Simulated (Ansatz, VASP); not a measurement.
## Cross-check of Pt between VASP and Ansatz

One calculation is typed for both programs; each brings its own data sets and cutoff. How far apart do they land?

Calculated with Ansatz 0.2.0; plane waves, with VASP 6.6.1 beside it; relaxation of cell and atoms at PBEsol.

### Step 1. Starting point

It takes space group Fm-3m (No. 225, cubic). The conventional cell has a = 3.920 Å, b = 3.920 Å, c = 3.920 Å, α = 90.00°, β = 90.00°, γ = 90.00°. Nearest to Pt lie 12 Pt at 2.77 Å.

Structure file:

```xyz
1
Lattice="0.0000 1.9600 1.9600 1.9600 0.0000 1.9600 1.9600 1.9600 0.0000" Properties=species:S:1:pos:R:3 pbc="T T T"
Pt    0.0000    0.0000    0.0000
```

### Step 2. VASP: relaxation of cell and atoms, PBEsol

The relaxed volume is the usual yardstick between codes: its relative difference is about their pressure difference at one cell divided by the bulk modulus.

Lines of VASP's logs that name or quote its potential files are left out, and so is its time.

Input file INCAR:

```
SYSTEM = Pt
PREC = Accurate
ENCUT = 450
EDIFF = 1E-07
NELM = 120
ISMEAR = 1
SIGMA = 0.15
LREAL = .FALSE.
ALGO = Normal
GGA = PS
NBANDS = 11
LASPH = .TRUE.
LORBIT = 11
LWAVE = .FALSE.
LCHARG = .FALSE.
KPAR = 8
IBRION = 2
NSW = 40
ISIF = 3
EDIFFG = -0.005
POTIM = 0.4
```

Input file POSCAR:

```
Pt
1.0
    0.0000000000      1.9600000000      1.9600000000
    1.9600000000      0.0000000000      1.9600000000
    1.9600000000      1.9600000000      0.0000000000
Pt
1
Direct
    0.0000000000      0.0000000000      0.0000000000
```

Input file KPOINTS:

```
Automatic mesh
0
Gamma
19 19 19
0 0 0
```

Potentials, in the order of the species: Pt (PBE family, release 64).

Launch:

```
> mpirun -np 8 vasp_std
```

Numbers of over 12 decimals in the logs are rounded to 6 here.

Output:

```text
[banner, memory and clock lines left out]
running    8 mpi-ranks, on    1 nodes
 distrk:  each k-point on    1 cores,    8 groups
 distr:  one band on    1 cores,    1 groups

 POSCAR found type information on POSCAR Pt
 POSCAR found :  1 types and       1 ions
|                                                                             |
|           W    W    AA    RRRRR   N    N  II  N    N   GGGG   !!!           |
|           W    W   A  A   R    R  NN   N  II  NN   N  G    G  !!!           |
|           W    W  A    A  R    R  N N  N  II  N N  N  G       !!!           |
|           W WW W  AAAAAA  RRRRR   N  N N  II  N  N N  G  GGG   !            |
|           WW  WW  A    A  R   R   N   NN  II  N   NN  G    G                |
|           W    W  A    A  R    R  N    N  II  N    N   GGGG   !!!           |
|                                                                             |
|     For optimal performance we recommend to set                             |
|       NCORE = 2 up to number-of-cores-per-socket                            |
|     NCORE specifies how many cores store one orbital (NPAR=cpu/NCORE).      |
|     This setting can greatly improve the performance of VASP for DFT.       |
|     The default, NCORE=1 might be grossly inefficient on modern             |
|     multi-core architectures or massively parallel machines. Do your        |
|     Unfortunately you need to use the default for GW and RPA                |
|     calculations (for HF NCORE is supported but not extensively tested      |
|     yet).                                                                   |
|                                                                             |

|                                                                             |
|               ----> ADVICE to this user running VASP <----                  |
|                                                                             |
|     You enforced a specific xc type in the INCAR file but a different       |
|     [... a line on the potential file left out ...]
|     I HOPE YOU KNOW WHAT YOU ARE DOING!                                     |
|                                                                             |

 LDA part: xc-table for (Slater+PW92), standard interpolation
 POSCAR, INCAR and KPOINTS ok, starting setup
 FFT: planning ... GRIDC
 FFT: planning ... GRID_SOFT
 FFT: planning ... GRID
 WAVECAR not read
 entering main loop
       N       E                     dE             d eps       ncg     rms          rms(c)
DAV:   1     0.335809658285E+02    0.33581E+02   -0.48826E+03  5080   0.741E+02
DAV:   2    -0.692111281429E+01   -0.40502E+02   -0.38804E+02  5551   0.164E+02
DAV:   3    -0.741768202296E+01   -0.49657E+00   -0.49442E+00  5617   0.172E+01
DAV:   4    -0.741960967633E+01   -0.19277E-02   -0.19275E-02  5603   0.128E+00
DAV:   5    -0.741962478582E+01   -0.15109E-04   -0.15109E-04  5720   0.103E-01    0.134E+01
DAV:   6    -0.701393444857E+01    0.40569E+00   -0.93085E-01  5215   0.762E+00    0.680E+00
DAV:   7    -0.696875123536E+01    0.45183E-01   -0.16449E-01  5611   0.308E+00    0.256E+00
DAV:   8    -0.696472961073E+01    0.40216E-02   -0.68463E-03  5269   0.751E-01    0.682E-01
DAV:   9    -0.696442024506E+01    0.30937E-03   -0.24380E-04  5395   0.142E-01    0.334E-02
DAV:  10    -0.696442453419E+01   -0.42891E-05   -0.43703E-06  6233   0.148E-02    0.621E-03
DAV:  11    -0.696442478708E+01   -0.25288E-06   -0.52464E-08  4646   0.206E-03    0.131E-03
DAV:  12    -0.696442481933E+01   -0.32257E-07   -0.28307E-09  2870   0.386E-04
   1 F= -.69644248E+01 E0= -.69636822E+01  d E =-.696442E+01
 curvature:   0.00 expect dE= 0.000E+00 dE for cont linesearch  0.000E+00
 trial: gam= 0.00000 g(F)=  0.258E-63 g(S)=  0.708E-03 ort = 0.000E+00 (trialstep = 0.100E+01)
 search vector abs. value=  0.708E-03
 bond charge predicted
       N       E                     dE             d eps       ncg     rms          rms(c)
DAV:   1    -0.697096754573E+01   -0.65428E-02   -0.14440E-01  5032   0.356E+00    0.597E-01
DAV:   2    -0.696439963659E+01    0.65679E-02   -0.17344E-02  5032   0.101E+00    0.229E-01
DAV:   3    -0.696400112622E+01    0.39851E-03   -0.18326E-03  5539   0.310E-01    0.118E-01
DAV:   4    -0.696402870478E+01   -0.27579E-04   -0.76832E-05  5428   0.567E-02    0.722E-03
DAV:   5    -0.696402826482E+01    0.43996E-06   -0.10301E-06  5551   0.926E-03    0.196E-03
DAV:   6    -0.696402866399E+01   -0.39916E-06   -0.64061E-08  5598   0.152E-03    0.292E-04
DAV:   7    -0.696402865153E+01    0.12461E-07   -0.16081E-09  2666   0.288E-04
   2 F= -.69640287E+01 E0= -.69633134E+01  d E =0.396168E-03
 trial-energy change:    0.000396  1 .order    0.000410   -0.000708    0.001527
 step:   0.3246(harm=  0.3166)  dis= 0.00000  next Energy=    -6.964540 (dE=-0.115E-03)
 bond charge predicted
       N       E                     dE             d eps       ncg     rms          rms(c)
DAV:   1    -0.696772069934E+01   -0.36920E-02   -0.65938E-02  5041   0.241E+00    0.393E-01
DAV:   2    -0.696471878418E+01    0.30019E-02   -0.80960E-03  5008   0.685E-01    0.161E-01
DAV:   3    -0.696453603053E+01    0.18275E-03   -0.81414E-04  5553   0.206E-01    0.850E-02
DAV:   4    -0.696454135298E+01   -0.53225E-05   -0.31206E-05  5406   0.362E-02    0.288E-03
DAV:   5    -0.696454136844E+01   -0.15460E-07   -0.40547E-07  5766   0.503E-03
   3 F= -.69645414E+01 E0= -.69638075E+01  d E =-.116549E-03
 curvature:  -0.16 expect dE=-0.118E-06 dE for cont linesearch -0.118E-06
 trial: gam= 0.00000 g(F)=  0.563E-63 g(S)=  0.747E-06 ort =-0.230E-04 (trialstep = 0.865E+00)
 search vector abs. value=  0.747E-06
 reached required accuracy - stopping structural energy minimisation
```

OUTCAR, selected parts (step 2):

```text
ion  position               nearest neighbor table
   1  0.000  0.000  0.000-

  LATTYP: Found a face centered cubic cell.
 ALAT       =     3.9200000000

 Subroutine GETGRP returns: Found 48 space group operations
 (whereof 48 operations were pure point group operations)

The static configuration has the point symmetry O_h .

 Found    220 irreducible k-points:

   k-points           NKPTS =    220   k-points in BZ     NKDIM =    220   number of bands    NBANDS=     11

   dimension x,y,z NGX =    20 NGY =   20 NGZ =   20
   dimension x,y,z NGXF=    40 NGYF=   40 NGZF=   40

   ENCUT  =  450.0 eV  33.07 Ry    5.75 a.u.   4.79  4.79  4.79*2*pi/ulx,y,z

   NELECT =      10.0000    total number of electrons

 k-points in reciprocal lattice and weights: Automatic mesh
   0.00000000  0.00000000  0.00000000       0.000
   0.05263158  0.00000000  0.00000000       0.001
   0.10526316  0.00000000  0.00000000       0.001
   0.15789474  0.00000000  0.00000000       0.001
   0.21052632  0.00000000  0.00000000       0.001
   0.26315789  0.00000000  0.00000000       0.001
   0.31578947  0.00000000  0.00000000       0.001
   0.36842105  0.00000000  0.00000000       0.001
   0.42105263  0.00000000  0.00000000       0.001
[...]
-0.31578947  0.47368421  0.21052632       0.003
  -0.26315789  0.47368421  0.21052632       0.003

 average (electrostatic) potential at core
       1 -62.7573

 E-fermi :  11.1633

 k-point     1 :       0.0000    0.0000    0.0000
  band No.  band energies     occupation
    ...
      2       7.3464      2.00000
      3       7.3464      2.00000
      4       7.3464      2.00000
      5       9.5429      2.00000
      6       9.5429      2.00000
      7      25.7916      0.00000
      8      30.7769      0.00000
      9      30.7769      0.00000
     10      30.7769      0.00000
     11      36.0923      0.00000

 k-point     2 :       0.0526    0.0000    0.0000
  band No.  band energies     occupation
    ...
      2       7.2950      2.00000
      3       7.3916      2.00000
      4       7.3916      2.00000
      5       9.5169      2.00000
      6       9.5169      2.00000
      7      25.9687      0.00000
      8      30.1640      0.00000
      9      30.9504      0.00000
     10      30.9504      0.00000
     11      36.7732      0.00000

 k-point     3 :       0.1053    0.0000    0.0000
  band No.  band energies     occupation
    ...
      2       7.1605      2.00000
      3       7.5123      2.00000
      4       7.5123      2.00000
      5       9.4585      2.00000
      6       9.4585      2.00000
      7      26.4567      0.00000
      8      28.8551      0.00000
      9      31.4565      0.00000
     10      31.4565      0.00000
     11      37.7182      0.00000

  Total        0.0025394      0.0025394      0.0025394     -0.0000000     -0.0000000     -0.0000000
  in kB        0.2709681      0.2709681      0.2709681     -0.0000000     -0.0000000     -0.0000000
  external PRESSURE =       0.2709681 kB  Pullay stress =       0.0000000 kB

  energy-cutoff  :      450.00
  volume of cell :       15.01
      direct lattice vectors                 reciprocal lattice vectors
     0.000000000  1.958080332  1.958080332    -0.255352138  0.255352138  0.255352138
     1.958080332  0.000000000  1.958080332     0.255352138 -0.255352138  0.255352138
     1.958080332  1.958080332  0.000000000     0.255352138  0.255352138 -0.255352138

 POSITION                                       TOTAL-FORCE (eV/Angst)
 -----------------------------------------------------------------------------------
      0.00000      0.00000      0.00000        -0.000000      0.000000      0.000000
 -----------------------------------------------------------------------------------
    total drift:                               -0.000000     -0.000000      0.000000

  FREE ENERGIE OF THE ION-ELECTRON SYSTEM (eV)
  ---------------------------------------------------
  free  energy   TOTEN  =        -6.9645413684 eV

  energy  without entropy=       -6.9623398893  energy(sigma->0) =       -6.96380754

 reached required accuracy - stopping structural energy minimisation

 total charge
# of ion       s       p       d       tot
------------------------------------------
    1        0.636   0.621   8.036   9.294

[... 3 further parts left out ...]
```

CONTCAR:

```
Pt
   1.00000000000000
     0.0000000000000000    1.9580803318816866    1.9580803318816866
     1.9580803318816866    0.0000000000000000    1.9580803318816866
     1.9580803318816866    1.9580803318816866    0.0000000000000000
  Pt
     1
Direct
     0.0000000000000000    0.0000000000000000    0.0000000000000000
```

### Step 3. Ansatz: relaxation of cell and atoms, PBEsol

Ansatz runs on its default PAW (the set named soft_2) files.

The same cell, functional, mesh and smearing now go to Ansatz, which takes its cutoff from its data sets.

Input file input.yaml:

```yaml
crystal:
  lattice:
    - [0.0, 1.96, 1.96]
    - [1.96, 0.0, 1.96]
    - [1.96, 1.96, 0.0]
  atoms:
    - { symbol: Pt, position: [0.0, 0.0, 0.0] }
hamiltonian:
  xc: pbesol
  pseudopotentials: { kind: paw }
kpoints:
  mp_grid: { grid: [19, 19, 19] }
scf:
  occupations: { method: methfessel_paxton, width: 0.15 }
relax:
  f_tol: 0.01
  max_steps: 60
  cell: { stress_tol: 0.05 }
output:
  forces: true
  stress: true
  write_density: true
  write_potential: true
  elf: true
  volumetric_format: npy
```

Launch:

```
> ansatz run input.yaml --threads 4 --pin off --max-ram 9216MiB --backend cpu --events-out ev --progress --plain --runs-dir out
```

Output:

```text
Engine: ansatz 0.2.0, aarch64-unknown-linux-gnu
Pseudopotentials: kind: paw
Pseudopotential: Pt, paw, valence charge 18, recommended cutoff 420 eV (normal), Pt.paw.azcp
Functional definition: PBEsol
  exchange = pbesol_x
  correlation = pbesol_c
Crystal: 1 atoms, lattice volume = 15.059 Å³
Basis set: ecut = 420 eV, 283 PW (Γ), exchange–correlation on 40×40×40 points (8 copies of the dense FFT grid, shifted against one another)
Bands: 13, of which v1, the nominal top of the filled ones, is band 9 counted from 1 (8 counted from 0)
Symmetry: 48 space group operations
Space group: Fm-3m (ITA 225), of the structure as read, at distance tolerance 2.5e-5 Å
k-points: 220 of 6859
Non-local potential: Pt, projectors of the file, l = 0: 3, l = 1: 2, l = 2: 2, l = 3: 1
PAW form: soft (Blöchl's): semilocal exchange-correlation on the pseudo side does not see the compensation charge
PAW frozen core: Pt, regenerated for the run's functional, and the local potential with it (the file was generated under x = pbe(κ = 0.804, μ = 0.219515), c = pbe(β = 0.066725))
PAW one-centre angular grid: Pt, 590 points (default); XC on 64 Gauss nodes
Initial density: superposition of atomic densities (neutral atoms: chi_scale 0, normalization atom), corrected by the library's trained network
Initial wavefunctions: pseudopotential atomic-orbital guess
Functional: x = pbesol(κ = 0.804, μ = 0.123457), c = pbesol(β = 0.046)
SCF iter   1: F=—  HF=-12383.822416 eV  |F-HF|=—  |Δ(HF+E_count)|=         —  Δρ=7.11e-3  dr2=5.62e-3  ethr=1.77e-3  ⟨swp⟩=5.0  Hψ=15490  notcnv=0
preconditioner: auto → none  [metal: Δε(μ)=0.006 eV  Ē_g=14.170 eV  σ=0.150 eV  W_gap=0.03  n_scr=8 (ndim 8)  ℏωp=30.3 eV  f_vac=0.000  D(μ)=2.11/eV (n_scr^D=26)  sad-step TF]
SCF iter   2: F=—  HF=-12383.820802 eV  |F-HF|=—  |Δ(HF+E_count)|=   1.61e-3  S|Δr|=    0.00e0  Δρ=3.33e-3  dr2=1.13e-3  ethr=3.12e-5  ⟨swp⟩=1.3  Hψ=4812  notcnv=0
SCF iter   3: F=—  HF=-12383.820538 eV  |F-HF|=—  |Δ(HF+E_count)|=   2.65e-4  S|Δr|=    0.00e0  Δρ=3.88e-4  dr2=9.59e-6  ethr=6.26e-6  ⟨swp⟩=2.0  Hψ=3888  notcnv=0
SCF iter   4: F=—  HF=-12383.820544 eV  |F-HF|=—  |Δ(HF+E_count)|=   6.06e-6  S|Δr|=    0.00e0  Δρ=7.32e-5  dr2=2.21e-7  ethr=5.33e-8  ⟨swp⟩=2.6  Hψ=4739  notcnv=0
SCF iter   5: F=-12383.820544 eV  HF=-12383.820544 eV  |F-HF|=3.67e-9  |Δ(HF+E_count)|=   1.16e-7  S|Δr|=    0.00e0  Δρ=7.43e-6  dr2=6.26e-9  ethr=5.56e-10  ⟨swp⟩=6.9  Hψ=14161  notcnv=0
SCF 1 converged in 5 iterations: F = -12383.820544 eV  dr2 = 6.26e-9
  greatest PAW one-centre occupation: 1.000 electrons in one spin orbital (limit 2), on the Pt atom at site 0 (counted from 0), in its partial waves of l = 0
relax step   1: F+E_penalty+E_count = -12383.82054393 eV  Δ(F+E_penalty+E_count) = +0.000e0 eV  max|allowed force component| = 0.000e0 eV/Å  Δτ_max = 0.0000 Å  P = -0.523 GPa  Ω = 15.059 Å³  (5 SCF iters, dr2 threshold 1.00e-7 eV, accepted)
[...]
relax step   2: F+E_penalty+E_count = -12383.82047363 eV  Δ(F+E_penalty+E_count) = +7.031e-5 eV  max|allowed force component| = 0.000e0 eV/Å  Δτ_max = 0.0000 Å  P = +0.953 GPa  Ω = 14.982 Å³  energy of the carried Pulay correction = +3.065e-5 eV  (4 SCF iters, dr2 threshold 1.00e-7 eV, rejected (line search))
[...]
relax step   3: F+E_penalty+E_count = -12383.82059985 eV  Δ(F+E_penalty+E_count) = -5.592e-5 eV  max|allowed force component| = 0.000e0 eV/Å  Δτ_max = 0.0000 Å  P = -0.004 GPa  Ω = 15.032 Å³  energy of the carried Pulay correction = +1.088e-5 eV  (5 SCF iters, accepted)
[...]
relax step   4: F+E_penalty+E_count = -12383.82059021 eV  Δ(F+E_penalty+E_count) = +9.648e-6 eV  max|allowed force component| = 0.000e0 eV/Å  Δτ_max = 0.0000 Å  P = -0.004 GPa  Ω = 15.032 Å³  stress off target by 3.53e-3 GPa  SCF on the basis re-selected at this cell (its energy is not comparable with the rows above)  (4 SCF iters)
basis re-selected at this cell: Δ(F+E_penalty+E_count) = +9.648e-6 eV, ΔP = +0.000 GPa vs the last step (what re-selecting the basis moved, of the pressure what is left beyond the Pulay correction that the steps carried, after the strain that the cell walked since its last selection, with what the two solves' SCF thresholds leave and, on support functions, any second-order correction that the steps lacked; it is no measure of the basis error at this ecutwfc). This SCF's stress stands 3.53e-3 GPa from its target on what of the cell is left free (relax.cell.stress_tol is 5.00e-2 GPa) and its largest allowed force component is 0.00e0 eV/Å (relax.f_tol is 1.00e-2 eV/Å): [rest of the remark cut]
SCF converged after 4 iterations
Stability not checked: this state was not tested for a lower state beside it, because cold or Methfessel-Paxton smearing, or corrected tetrahedra, fill the levels in a way that the test cannot read (fill_not_monotonic; see scf.lower_state_search)
Free energy (F): -12383.820590 eV
Harris-Foulkes:  -12383.820590 eV  (|F-HF|=1.82e-12)
Internal energy: -12383.818403 eV  (E = F + TS)
E sigma→0 (E₀):  -12383.820043 eV
Entropy (-TS):   -0.002187 eV (-2.187 meV/atom)
Fermi energy:    23.312612 eV
--- Per-component energies (eV) ---
  E_band       = -130.331274
  E_kinetic    = 638.064264
  E_local      = -1458.731717  (includes V_loc(G=0)·N_el)
  E_nonlocal   = 202.908051
  E_hartree    = 540.496484
  E_xc         = -260.494668
  E_vxc        = -302.616776  (∫ρ·V_xc dr)
  E_paw        = -9316.303426  (= ΣΔE_a)
  E_vpaw       = -290.948255  (= ΣTr[D̂ρ^β])
  E_aug_tail   = 0.000199  (compensation charges beyond the density's cutoff)
  E_ewald      = -2730.044571
  E_core_change = 0.286981  (= ΣΔE_core)
  E_smearing   = -0.002187  (= −TS)
  E_closure    = 0.000000  (closes the sum)
  Σ components = -12383.820590   (vs F -12383.820590, Δ=0.00e0)
--- Forces (eV/Å), atoms counted from 1 ---
  atom   1  Pt    -0.00000000     0.00000000     0.00000000
  max |Σ_I F_I| component: 2.88e-32 eV/Å
--- Stress (GPa, compression-positive) ---
       -0.003527      -0.000000      -0.000000
       -0.000000      -0.003527      -0.000000
       -0.000000      -0.000000      -0.003527
  P = ⅓ Tr σ = -0.0035 GPa (-0.035 kbar)
--- Band table (eV; the first three rows and the last of 220) ---
  k-point 0: bands = [... 5 lower, 19.4897, 19.4897, 19.4897, 21.6868, 21.6868, 37.8816, 42.8357, 42.8357]
  k-point 1: bands = [... 5 lower, 19.4385, 19.5351, 19.5351, 21.6608, 21.6608, 38.0568, 42.2287, 43.0068]
  k-point 2: bands = [... 5 lower, 19.3046, 19.6561, 19.6561, 21.6027, 21.6027, 38.5400, 40.9325, 43.5063]
  k-point 219: bands = [... 5 lower, 18.4840, 18.9296, 21.3302, 23.7746, 30.1063, 31.3326, 32.0910, 35.5436]
--- Relaxed structure (3 steps of the walk, 2 accepted, 1 SCFs on fresh bases) ---
  F+E_penalty+E_count = -12383.82059021 eV   max|allowed force component| = 0.000e0 eV/Å   (the final SCF, on the basis selected at the relaxed cell)
  cell:  # Å, volume = 15.0318 Å³
    - [0, 1.958815, 1.958815]
    - [1.958815, 0, 1.958815]
    - [1.958815, 1.958815, 0]
  atoms:
    - { symbol: Pt, position: [0.0, 0.0, 0.0] }
```

Wall time 2.9 s (4 threads of Arm Neoverse V1, shared host); peak memory 0.33 GiB; 9.7 s of CPU time.

### Step 4. Comparison

Known differences besides the potentials themselves: both relaxations stop at a tolerance, which leaves soft axes loose, and VASP keeps its plane-wave basis; the data sets hold 18 valence electrons in Ansatz (default PAW (the set named soft_2) files) and 10 in VASP; the cutoff is 420 eV in Ansatz and 450 eV in VASP; Ansatz makes its cores anew for this functional, VASP keeps those of its PBE data sets; Ansatz adds a Pulay correction to the stress that steers its cell, VASP none. Total energies have different zeros and are not compared.

The two programs side by side:

| quantity | Ansatz | VASP | difference |
| --- | --- | --- | --- |
| volume (Å³) | 15.03 | 15.01 | +0.11 % |
| edge a after relaxation, in the typed setting (Å) | 2.770 | 2.769 | +0.04 % |

The walks stopped with 0.00 GPa left in Ansatz and 0.03 GPa in VASP; each walk ends within a tolerance, so the volume difference is uncertain by about these residues over the bulk modulus, most in soft cells.

### Step 5. What came out

```
difference in volume (relaxation of cell and atoms, PBEsol) : 0.11 %
```

What this shows: The difference in volume is 0.11 % (relaxation of cell and atoms, PBEsol), within the 1.2 % picked in this series as the mark of a large difference, as far as the stopping tolerances let one tell. How closely two codes agree says nothing of how well the functional describes the real material.

[Lines on the potential files, build, host, timing and source positions are cut from VASP's logs without a mark.]

[Logs are printed without paths, hosts, clocks, repeated set-up lines and the standing remarks that a program may print on its own settings, such as how far it seeks lower states.]

[Hosts, paths, dates, database ids (printed as entryN), source tags and the programs' standing remarks are cut or masked in the printed files.]
